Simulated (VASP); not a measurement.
# Converging a slab model of Li(100), part 3 of 4

Aim: find which settings matter for a slab model of Li(100), and what they cost.

VASP 6.6.1, plane waves and PAW; the level of theory is named at each step.

So far. Step 5 (Another mesh, mesh points along a 10, k-mesh 10×10×1): Against the base run its depth below the vacuum changes by -0.00 eV and the energy by +0.1 meV an atom. Step 9 (Another vacuum, vacuum width 24): Against the base run its depth below the vacuum changes by +0.00 eV and the energy by -0.0 meV an atom.

### Step 10. Side by side

Times are for 4 MPI ranks of Intel Xeon 6975P-C (Granite Rapids), shared host. Results by setting:

```csv
no.,vacuum width,electronic cycles,free energy (TOTEN) (eV),time,memory (GiB)
1,5,14,-13.02,1.8 s,0.52
2,8,17,-12.95,2.4 s,0.57
3,24,21,-12.95,4.6 s,0.75
```

### Step 11. A lower cutoff, ENCUT 210

A lower cutoff is cheaper, and the test is whether a potential difference survives it better than the total energy.

Input file INCAR:

```
SYSTEM = Li
PREC = Normal
ENCUT = 210
EDIFF = 1E-06
NELM = 120
ISMEAR = 1
SIGMA = 0.1
LREAL = .FALSE.
ALGO = Normal
GGA = PS
NBANDS = 10
LORBIT = 11
LWAVE = .FALSE.
LCHARG = .FALSE.
KPAR = 4
IDIPOL = 3
LDIPOL = .TRUE.
DIPOL = 0.5 0.5 0.5
LVHAR = .TRUE.
LVACPOTAV = .TRUE.
```

Input file POSCAR:

```
Li
1.0
    3.4900000000      0.0000000000      0.0000000000
    0.0000000000      3.4900000000      0.0000000000
    0.0000000000      0.0000000000     28.4700000000
Li
7
Direct
    0.0000000000      0.0000000000      0.3161222339
    0.5000000000      0.5000000000      0.3774148226
    0.0000000000      0.0000000000      0.4387074113
    0.5000000000      0.5000000000      0.5000000000
    0.0000000000      0.0000000000      0.5612925887
    0.5000000000      0.5000000000      0.6225851774
    0.0000000000      0.0000000000      0.6838777661
```

Input file KPOINTS:

```
Automatic mesh
0
Gamma
7 7 1
0 0 0
```

PAW data sets: Li (PBE family, release 64).

Command:

```
$ mpirun -np 4 vasp_std
```

Log:

```text
[... set-up lines as in an earlier step ...]
 entering main loop
       N       E                     dE             d eps       ncg     rms          rms(c)
DAV:   1    -0.652549173810E+01   -0.65255E+01   -0.11117E+03   200   0.186E+02
DAV:   2    -0.138229987535E+02   -0.72975E+01   -0.70374E+01   312   0.331E+01
DAV:   3    -0.141910355451E+02   -0.36804E+00   -0.36094E+00   264   0.748E+00
DAV:   4    -0.142034536580E+02   -0.12418E-01   -0.12411E-01   286   0.172E+00
[...]
DAV:  20    -0.129407587032E+02   -0.69054E-05   -0.11364E-06   208   0.186E-03    0.175E-04
DAV:  21    -0.129407602261E+02   -0.15229E-05   -0.79355E-08   206   0.679E-04    0.112E-04
DAV:  22    -0.129407606919E+02   -0.46578E-06   -0.46590E-08   170   0.352E-04
 [... a notice as in an earlier step ...]

   1 F= -.12940761E+02 E0= -.12942447E+02  d E =0.505905E-02
```

The job ended after 2.2 s (4 MPI ranks of Intel Xeon 6975P-C (Granite Rapids), shared host; peak memory 0.52 GiB).

From OUTCAR (step 11):

```text
  Total       -0.9230159     -0.9230159     -0.5781818      0.0000000      0.0000000      0.0000000
  in kB       -4.2646306     -4.2646306     -2.6713864      0.0000000      0.0000000      0.0000000
  external PRESSURE =      -3.7335492 kB  Pullay stress =       0.0000000 kB

 POSITION                                       TOTAL-FORCE (eV/Angst)
 -----------------------------------------------------------------------------------
      0.00000      0.00000      9.00000         0.000000     -0.000000     -0.025856
      1.74500      1.74500     10.74500         0.000000     -0.000000      0.113853
      0.00000      0.00000     12.49000        -0.000000     -0.000000      0.005567
      1.74500      1.74500     14.23500         0.000000     -0.000000      0.000000
      0.00000      0.00000     15.98000         0.000000     -0.000000     -0.005567
      1.74500      1.74500     17.72500         0.000000     -0.000000     -0.113853
      0.00000      0.00000     19.47000         0.000000      0.000000      0.025856
 -----------------------------------------------------------------------------------
    total drift:                                0.000000     -0.000000      0.000000

  FREE ENERGIE OF THE ION-ELECTRON SYSTEM (eV)
  ---------------------------------------------------
  free  energy   TOTEN  =       -12.9407606919 eV

  energy  without entropy=      -12.9458197459  energy(sigma->0) =      -12.94244704

[... 1 part as in an earlier step ...]

[... 2 further parts left out ...]
[key lines of the parts left out:]
E-fermi :  -1.4868
```

This step gave:

```yaml
electronic_cycles: 22
free_energy_toten: -12.94 eV
energy_at_zero_smearing: -12.94 eV
fermi_energy: -1.487 eV
vacuum_levels: 1.549, 1.549 eV
```

Against the base run its depth below the vacuum changes by +0.00 eV and the energy by +0.8 meV an atom.

### Step 12. A lower cutoff, ENCUT 280

Changes to INCAR since step 11:

```diff
@@ -2,3 +2,3 @@
 PREC = Normal
-ENCUT = 210
+ENCUT = 280
 EDIFF = 1E-06
```

POSCAR is that of step 11.

KPOINTS is that of step 11.

Command:

```
$ mpirun -np 4 vasp_std
```

Log:

```text
[... set-up lines as in an earlier step ...]
 entering main loop
       N       E                     dE             d eps       ncg     rms          rms(c)
DAV:   1    -0.515585528146E+01   -0.51559E+01   -0.12825E+03   200   0.240E+02
DAV:   2    -0.137329205466E+02   -0.85771E+01   -0.82406E+01   308   0.359E+01
DAV:   3    -0.141940390009E+02   -0.46112E+00   -0.45355E+00   250   0.891E+00
DAV:   4    -0.142095402894E+02   -0.15501E-01   -0.15489E-01   312   0.192E+00
[...]
DAV:  20    -0.129462917311E+02   -0.68417E-05   -0.14529E-06   206   0.221E-03    0.213E-04
DAV:  21    -0.129462934385E+02   -0.17074E-05   -0.12747E-07   210   0.807E-04    0.118E-04
DAV:  22    -0.129462936787E+02   -0.24026E-06   -0.33310E-08   170   0.350E-04
 [... a notice as in an earlier step ...]

   1 F= -.12946294E+02 E0= -.12947982E+02  d E =0.506471E-02
```

The job ended after 3 s (4 MPI ranks; peak memory 0.59 GiB).

From OUTCAR (step 12):

```text
  Total       -0.9080816     -0.9080816     -0.5624051      0.0000000      0.0000000     -0.0000000
  in kB       -4.1956296     -4.1956296     -2.5984928      0.0000000      0.0000000     -0.0000000
  external PRESSURE =      -3.6632507 kB  Pullay stress =       0.0000000 kB

 POSITION                                       TOTAL-FORCE (eV/Angst)
 -----------------------------------------------------------------------------------
      0.00000      0.00000      9.00000        -0.000000     -0.000000     -0.024569
      1.74500      1.74500     10.74500        -0.000000      0.000000      0.114037
      0.00000      0.00000     12.49000        -0.000000     -0.000000      0.005991
      1.74500      1.74500     14.23500        -0.000000     -0.000000      0.000000
      0.00000      0.00000     15.98000         0.000000     -0.000000     -0.005991
      1.74500      1.74500     17.72500         0.000000      0.000000     -0.114037
      0.00000      0.00000     19.47000        -0.000000      0.000000      0.024569
 -----------------------------------------------------------------------------------
    total drift:                               -0.000000      0.000000      0.000000

  FREE ENERGIE OF THE ION-ELECTRON SYSTEM (eV)
  ---------------------------------------------------
  free  energy   TOTEN  =       -12.9462936787 eV

  energy  without entropy=      -12.9513583897  energy(sigma->0) =      -12.94798192

[... 1 part as in an earlier step ...]

[... 2 further parts left out ...]
[key lines of the parts left out:]
E-fermi :  -1.4876
```

This step gave:

```
free energy (TOTEN)     : -12.95 eV
energy at zero smearing : -12.95 eV
Fermi energy            : -1.488 eV
vacuum levels           : 1.548, 1.548 eV
```

Against the base run its depth below the vacuum changes by +0.00 eV and the energy by +0.0 meV an atom.

### Step 13. Another smearing width, SIGMA 0.02

The width trades sharpness at the Fermi level against the mesh needed.

Changes to INCAR since step 12:

```diff
@@ -2,3 +2,3 @@
 PREC = Normal
-ENCUT = 280
+ENCUT = 350
 EDIFF = 1E-06
@@ -6,3 +6,3 @@
 ISMEAR = 1
-SIGMA = 0.1
+SIGMA = 0.02
 LREAL = .FALSE.
```

POSCAR is that of step 12.

KPOINTS is that of step 12.

Command:

```
$ mpirun -np 4 vasp_std
```

Log:

```text
[... set-up lines as in an earlier step ...]
 entering main loop
       N       E                     dE             d eps       ncg     rms          rms(c)
DAV:   1    -0.556815365894E+01   -0.55682E+01   -0.13390E+03   200   0.274E+02
DAV:   2    -0.138428855514E+02   -0.82747E+01   -0.81212E+01   324   0.370E+01
DAV:   3    -0.141900647521E+02   -0.34718E+00   -0.30998E+00   244   0.744E+00
DAV:   4    -0.142028391427E+02   -0.12774E-01   -0.12763E-01   322   0.178E+00
[...]
DAV:  21    -0.129469360701E+02   -0.66527E-05   -0.80185E-07   202   0.168E-03    0.159E-04
DAV:  22    -0.129469376617E+02   -0.15916E-05   -0.13203E-07   210   0.839E-04    0.100E-04
DAV:  23    -0.129469378191E+02   -0.15737E-06   -0.19189E-08   172   0.303E-04
 [... a notice as in an earlier step ...]

   1 F= -.12946938E+02 E0= -.12946795E+02  d E =-.429718E-03
```

Run time: 4.2 s. Hardware: 4 MPI ranks; peak memory 0.69 GiB.

From OUTCAR (step 13):

```text
  Total       -0.8976577     -0.8976577     -0.5728600      0.0000000      0.0000000      0.0000000
  in kB       -4.1474677     -4.1474677     -2.6467977      0.0000000      0.0000000      0.0000000
  external PRESSURE =      -3.6472444 kB  Pullay stress =       0.0000000 kB

 POSITION                                       TOTAL-FORCE (eV/Angst)
 -----------------------------------------------------------------------------------
      0.00000      0.00000      9.00000         0.000000      0.000000     -0.021004
      1.74500      1.74500     10.74500        -0.000000      0.000000      0.112765
      0.00000      0.00000     12.49000         0.000000     -0.000000      0.001090
      1.74500      1.74500     14.23500         0.000000      0.000000      0.000000
      0.00000      0.00000     15.98000         0.000000      0.000000     -0.001090
      1.74500      1.74500     17.72500         0.000000      0.000000     -0.112765
      0.00000      0.00000     19.47000         0.000000     -0.000000      0.021004
 -----------------------------------------------------------------------------------
    total drift:                                0.000000     -0.000000     -0.000000

  FREE ENERGIE OF THE ION-ELECTRON SYSTEM (eV)
  ---------------------------------------------------
  free  energy   TOTEN  =       -12.9469378191 eV

  energy  without entropy=      -12.9465081013  energy(sigma->0) =      -12.94679458

[... 2 parts as in an earlier step ...]

[... 1 further part left out ...]
[key lines of the parts left out:]
E-fermi :  -1.4765
```

This step gave:

```yaml
electronic_cycles: 23
fermi_energy: -1.476 eV
vacuum_levels: 1.538, 1.538 eV
work_functions_of_the_upper_and_lower_face: 3.014, 3.014 eV
highest_filled_level_below_the_vacuum: 3.014 eV
```

Against the base run its depth below the vacuum changes by -0.02 eV and the energy by +0.2 meV an atom.

### Step 14. Another smearing width, SIGMA 0.4

Changes to INCAR since step 13:

```diff
@@ -6,3 +6,3 @@
 ISMEAR = 1
-SIGMA = 0.02
+SIGMA = 0.4
 LREAL = .FALSE.
```

POSCAR is that of step 13.

KPOINTS is that of step 13.

Command:

```
$ mpirun -np 4 vasp_std
```

Log:

```text
[... set-up lines as in an earlier step ...]
 entering main loop
       N       E                     dE             d eps       ncg     rms          rms(c)
DAV:   1    -0.558228155199E+01   -0.55823E+01   -0.13390E+03   200   0.274E+02
DAV:   2    -0.138579205797E+02   -0.82756E+01   -0.81018E+01   324   0.372E+01
DAV:   3    -0.142120716030E+02   -0.35415E+00   -0.34170E+00   244   0.757E+00
DAV:   4    -0.142246669163E+02   -0.12595E-01   -0.12588E-01   322   0.177E+00
[...]
DAV:  20    -0.129355805229E+02   -0.54248E-05   -0.55140E-07   222   0.133E-03    0.274E-04
DAV:  21    -0.129355821826E+02   -0.16597E-05   -0.21055E-07   202   0.816E-04    0.703E-05
DAV:  22    -0.129355822123E+02   -0.29683E-07   -0.67330E-09   154   0.248E-04
 [... a notice as in an earlier step ...]

   1 F= -.12935582E+02 E0= -.12935808E+02  d E =0.678479E-03
```

The job ended after 4.2 s (4 MPI ranks; peak memory 0.69 GiB).

OUTCAR, selected parts (step 14):

```text
  Total       -1.0593559     -1.0593559     -0.2337142      0.0000000      0.0000000      0.0000000
  in kB       -4.8945657     -4.8945657     -1.0798350      0.0000000      0.0000000      0.0000000
  external PRESSURE =      -3.6229888 kB  Pullay stress =       0.0000000 kB

 POSITION                                       TOTAL-FORCE (eV/Angst)
 -----------------------------------------------------------------------------------
      0.00000      0.00000      9.00000         0.000000      0.000000     -0.037128
      1.74500      1.74500     10.74500         0.000000      0.000000      0.091777
      0.00000      0.00000     12.49000         0.000000     -0.000000     -0.005694
      1.74500      1.74500     14.23500         0.000000      0.000000      0.000000
      0.00000      0.00000     15.98000        -0.000000     -0.000000      0.005694
      1.74500      1.74500     17.72500        -0.000000      0.000000     -0.091777
      0.00000      0.00000     19.47000        -0.000000      0.000000      0.037128
 -----------------------------------------------------------------------------------
    total drift:                                0.000000     -0.000000     -0.000000

  FREE ENERGIE OF THE ION-ELECTRON SYSTEM (eV)
  ---------------------------------------------------
  free  energy   TOTEN  =       -12.9355822123 eV

  energy  without entropy=      -12.9362606908  energy(sigma->0) =      -12.93580837

[... 2 parts as in an earlier step ...]

[... 1 further part left out ...]
[key lines of the parts left out:]
E-fermi :  -1.5052
```

Numbers from this step:

- electronic cycles: 22
- free energy (TOTEN): -12.94 eV
- energy at zero smearing: -12.94 eV
- Fermi energy: -1.505 eV
- vacuum levels: 1.542, 1.542 eV
- work functions of the upper and lower face: 3.047, 3.047 eV
- highest filled level below the vacuum: 3.047 eV

Against the base run its depth below the vacuum changes by +0.01 eV and the energy by +1.8 meV an atom.

### Step 15. The ladder

Times are for 4 MPI ranks of Intel Xeon 6975P-C (Granite Rapids), shared host. The runs compared:

```csv
no.,run,electronic cycles,cutoff used less the lowest (eV),highest filled level below the vacuum (eV),time,memory (GiB)
1,base run,22,140,3.036,4.2 s,0.69
2,series over the cutoff,22,0,3.036,2.2 s,0.52
3,series over the cutoff,22,70,3.036,3 s,0.59
4,series over the smearing,23,140,3.014,4.2 s,0.69
5,series over the smearing,22,140,3.047,4.2 s,0.69
```

### Step 16. Another level, functional LDA, disp none

This step: LDA; plane waves and PAW (Li) (VASP 6.6.1).

Beside the numerical settings stands the choice of exchange and correlation.

Changes to INCAR since step 14:

```diff
@@ -6,6 +6,6 @@
 ISMEAR = 1
-SIGMA = 0.4
+SIGMA = 0.1
 LREAL = .FALSE.
 ALGO = Normal
-GGA = PS
+GGA = CA
 NBANDS = 10
```

POSCAR is that of step 14.

KPOINTS is that of step 14.

Command:

```
$ mpirun -np 4 vasp_std
```

Log:

```text
[banner, memory and clock lines left out]
running    4 mpi-ranks, on    1 nodes
 distrk:  each k-point on    1 cores,    4 groups
 distr:  one band on    1 cores,    1 groups

 POSCAR found type information on POSCAR Li
 POSCAR found :  1 types and       7 ions
 [... a notice as in an earlier step ...]

 LDA part: xc-table for (Slater(with rela. corr.)+CA(PZ))
 , standard interpolation
 POSCAR, INCAR and KPOINTS ok, starting setup
 FFT: planning ... GRIDC
 FFT: planning ... GRID_SOFT
 FFT: planning ... GRID
 WAVECAR not read
 entering main loop
       N       E                     dE             d eps       ncg     rms          rms(c)
DAV:   1    -0.592639937101E+01   -0.59264E+01   -0.13412E+03   200   0.274E+02
DAV:   2    -0.142358123434E+02   -0.83094E+01   -0.81438E+01   324   0.372E+01
DAV:   3    -0.145997966872E+02   -0.36398E+00   -0.33835E+00   244   0.765E+00
DAV:   4    -0.146132202171E+02   -0.13424E-01   -0.13420E-01   304   0.180E+00
DAV:   5    -0.146136105484E+02   -0.39033E-03   -0.39033E-03   288   0.250E-01    0.164E+00
DAV:   6    -0.136837847730E+02    0.92983E+00   -0.11258E+01   246   0.482E+00    0.140E+00
DAV:   7    -0.134326209806E+02    0.25116E+00   -0.21691E+00   252   0.256E+00    0.537E-01
DAV:   8    -0.133517628479E+02    0.80858E-01   -0.11765E+00   228   0.173E+00    0.494E-01
DAV:   9    -0.133619274150E+02   -0.10165E-01   -0.10946E+00   254   0.163E+00    0.295E-01
DAV:  10    -0.133204945162E+02    0.41433E-01   -0.15722E-01   234   0.641E-01    0.765E-02
DAV:  11    -0.133172398398E+02    0.32547E-02   -0.30427E-02   276   0.361E-01    0.664E-02
DAV:  12    -0.133182274710E+02   -0.98763E-03   -0.35287E-03   214   0.199E-01    0.227E-02
DAV:  13    -0.133186445688E+02   -0.41710E-03   -0.54183E-04   252   0.633E-02    0.200E-02
DAV:  14    -0.133192693770E+02   -0.62481E-03   -0.44060E-04   240   0.453E-02    0.666E-03
DAV:  15    -0.133193811913E+02   -0.11181E-03   -0.76136E-05   284   0.192E-02    0.396E-03
DAV:  16    -0.133194717922E+02   -0.90601E-04   -0.39353E-05   244   0.135E-02    0.167E-03
DAV:  17    -0.133195011971E+02   -0.29405E-04   -0.65164E-06   240   0.575E-03    0.889E-04
DAV:  18    -0.133195072214E+02   -0.60243E-05   -0.33924E-06   218   0.362E-03    0.553E-04
DAV:  19    -0.133195252342E+02   -0.18013E-04   -0.14474E-06   230   0.226E-03    0.491E-04
DAV:  20    -0.133195297339E+02   -0.44997E-05   -0.67785E-07   208   0.159E-03    0.136E-04
DAV:  21    -0.133195317975E+02   -0.20636E-05   -0.23874E-07   192   0.896E-04    0.129E-04
DAV:  22    -0.133195318837E+02   -0.86201E-07   -0.26263E-08   182   0.370E-04
 [... a notice as in an earlier step ...]

   1 F= -.13319532E+02 E0= -.13321309E+02  d E =0.532986E-02
```

The job ended after 3.2 s (4 MPI ranks; peak memory 0.61 GiB; 11 s of CPU time).

From OUTCAR (step 16):

```text
   NELECT =       7.0000    total number of electrons

 E-fermi :  -1.5688

 k-point     1 :       0.0000    0.0000    0.0000
  band No.  band energies     occupation
      1      -4.9190      2.00000
      2      -4.5443      2.00000
      3      -3.8345      2.00000
      4      -2.8960      2.00000
      5      -1.8818      2.00009
      6      -0.8830     -0.00000
      7       0.2230     -0.00000
      8       1.2729      0.00000
      9       1.4491      0.00000
     10       2.3477      0.00000

  Total       -1.5491502     -1.5491502     -1.1405976      0.0000000      0.0000000      0.0000000
  in kB       -7.1575730     -7.1575730     -5.2699282      0.0000000      0.0000000      0.0000000
  external PRESSURE =      -6.5283581 kB  Pullay stress =       0.0000000 kB

 POSITION                                       TOTAL-FORCE (eV/Angst)
 -----------------------------------------------------------------------------------
      0.00000      0.00000      9.00000         0.000000      0.000000      0.031280
      1.74500      1.74500     10.74500         0.000000     -0.000000      0.114394
      0.00000      0.00000     12.49000        -0.000000     -0.000000      0.004070
      1.74500      1.74500     14.23500         0.000000      0.000000      0.000000
      0.00000      0.00000     15.98000        -0.000000     -0.000000     -0.004070
      1.74500      1.74500     17.72500         0.000000      0.000000     -0.114394
      0.00000      0.00000     19.47000        -0.000000      0.000000     -0.031280
 -----------------------------------------------------------------------------------
    total drift:                                0.000000     -0.000000     -0.000000

  FREE ENERGIE OF THE ION-ELECTRON SYSTEM (eV)
  ---------------------------------------------------
  free  energy   TOTEN  =       -13.3195318837 eV

  energy  without entropy=      -13.3248617468  energy(sigma->0) =      -13.32130850

 vacuum level on the upper side and lower side of the slab         1.528         1.528

[... 9 parts as in an earlier step ...]

[... 9 further parts left out ...]
```

The PAW data sets were made with PBE, though LDA sets exist; this is a small mismatch.

This step gave:

| Item | Value |
| --- | --- |
| free energy (TOTEN) | -13.32 eV |
| energy at zero smearing | -13.32 eV |
| Fermi energy | -1.569 eV |
| vacuum levels | 1.528, 1.528 eV |
| work functions of the upper and lower face | 3.097, 3.097 eV |
| highest filled level below the vacuum | 3.097 eV |

Force by atom:

```csv
atom,x (eV/Å),y (eV/Å),z (eV/Å),size
Li1,0.000,0.000,0.031,0.031
Li2,0.000,0.000,0.114,0.114
Li3,0.000,0.000,0.004,0.004
Li4,0.000,0.000,0.000,0.000
Li5,0.000,0.000,-0.004,0.004
Li6,0.000,0.000,-0.114,0.114
Li7,0.000,0.000,-0.031,0.031
```

Against the base run its depth below the vacuum changes by +0.06 eV.

[end of part 3 of 4]

[Lines on the potential files, build, host, timing and source positions are cut from VASP's logs without a mark.]

[Logs are printed without paths, hosts, clocks, repeated set-up lines and the standing remarks that a program may print on its own settings, such as how far it seeks lower states.]

[Hosts, paths, dates, database ids (printed as entryN), source tags and the programs' standing remarks are cut or masked in the printed files.]

[In band tables of VASP the shares of atoms and orbitals are scaled to a sum of 1 inside the atoms' spheres.]

[Runs that stopped without an error message from VASP are left out.]
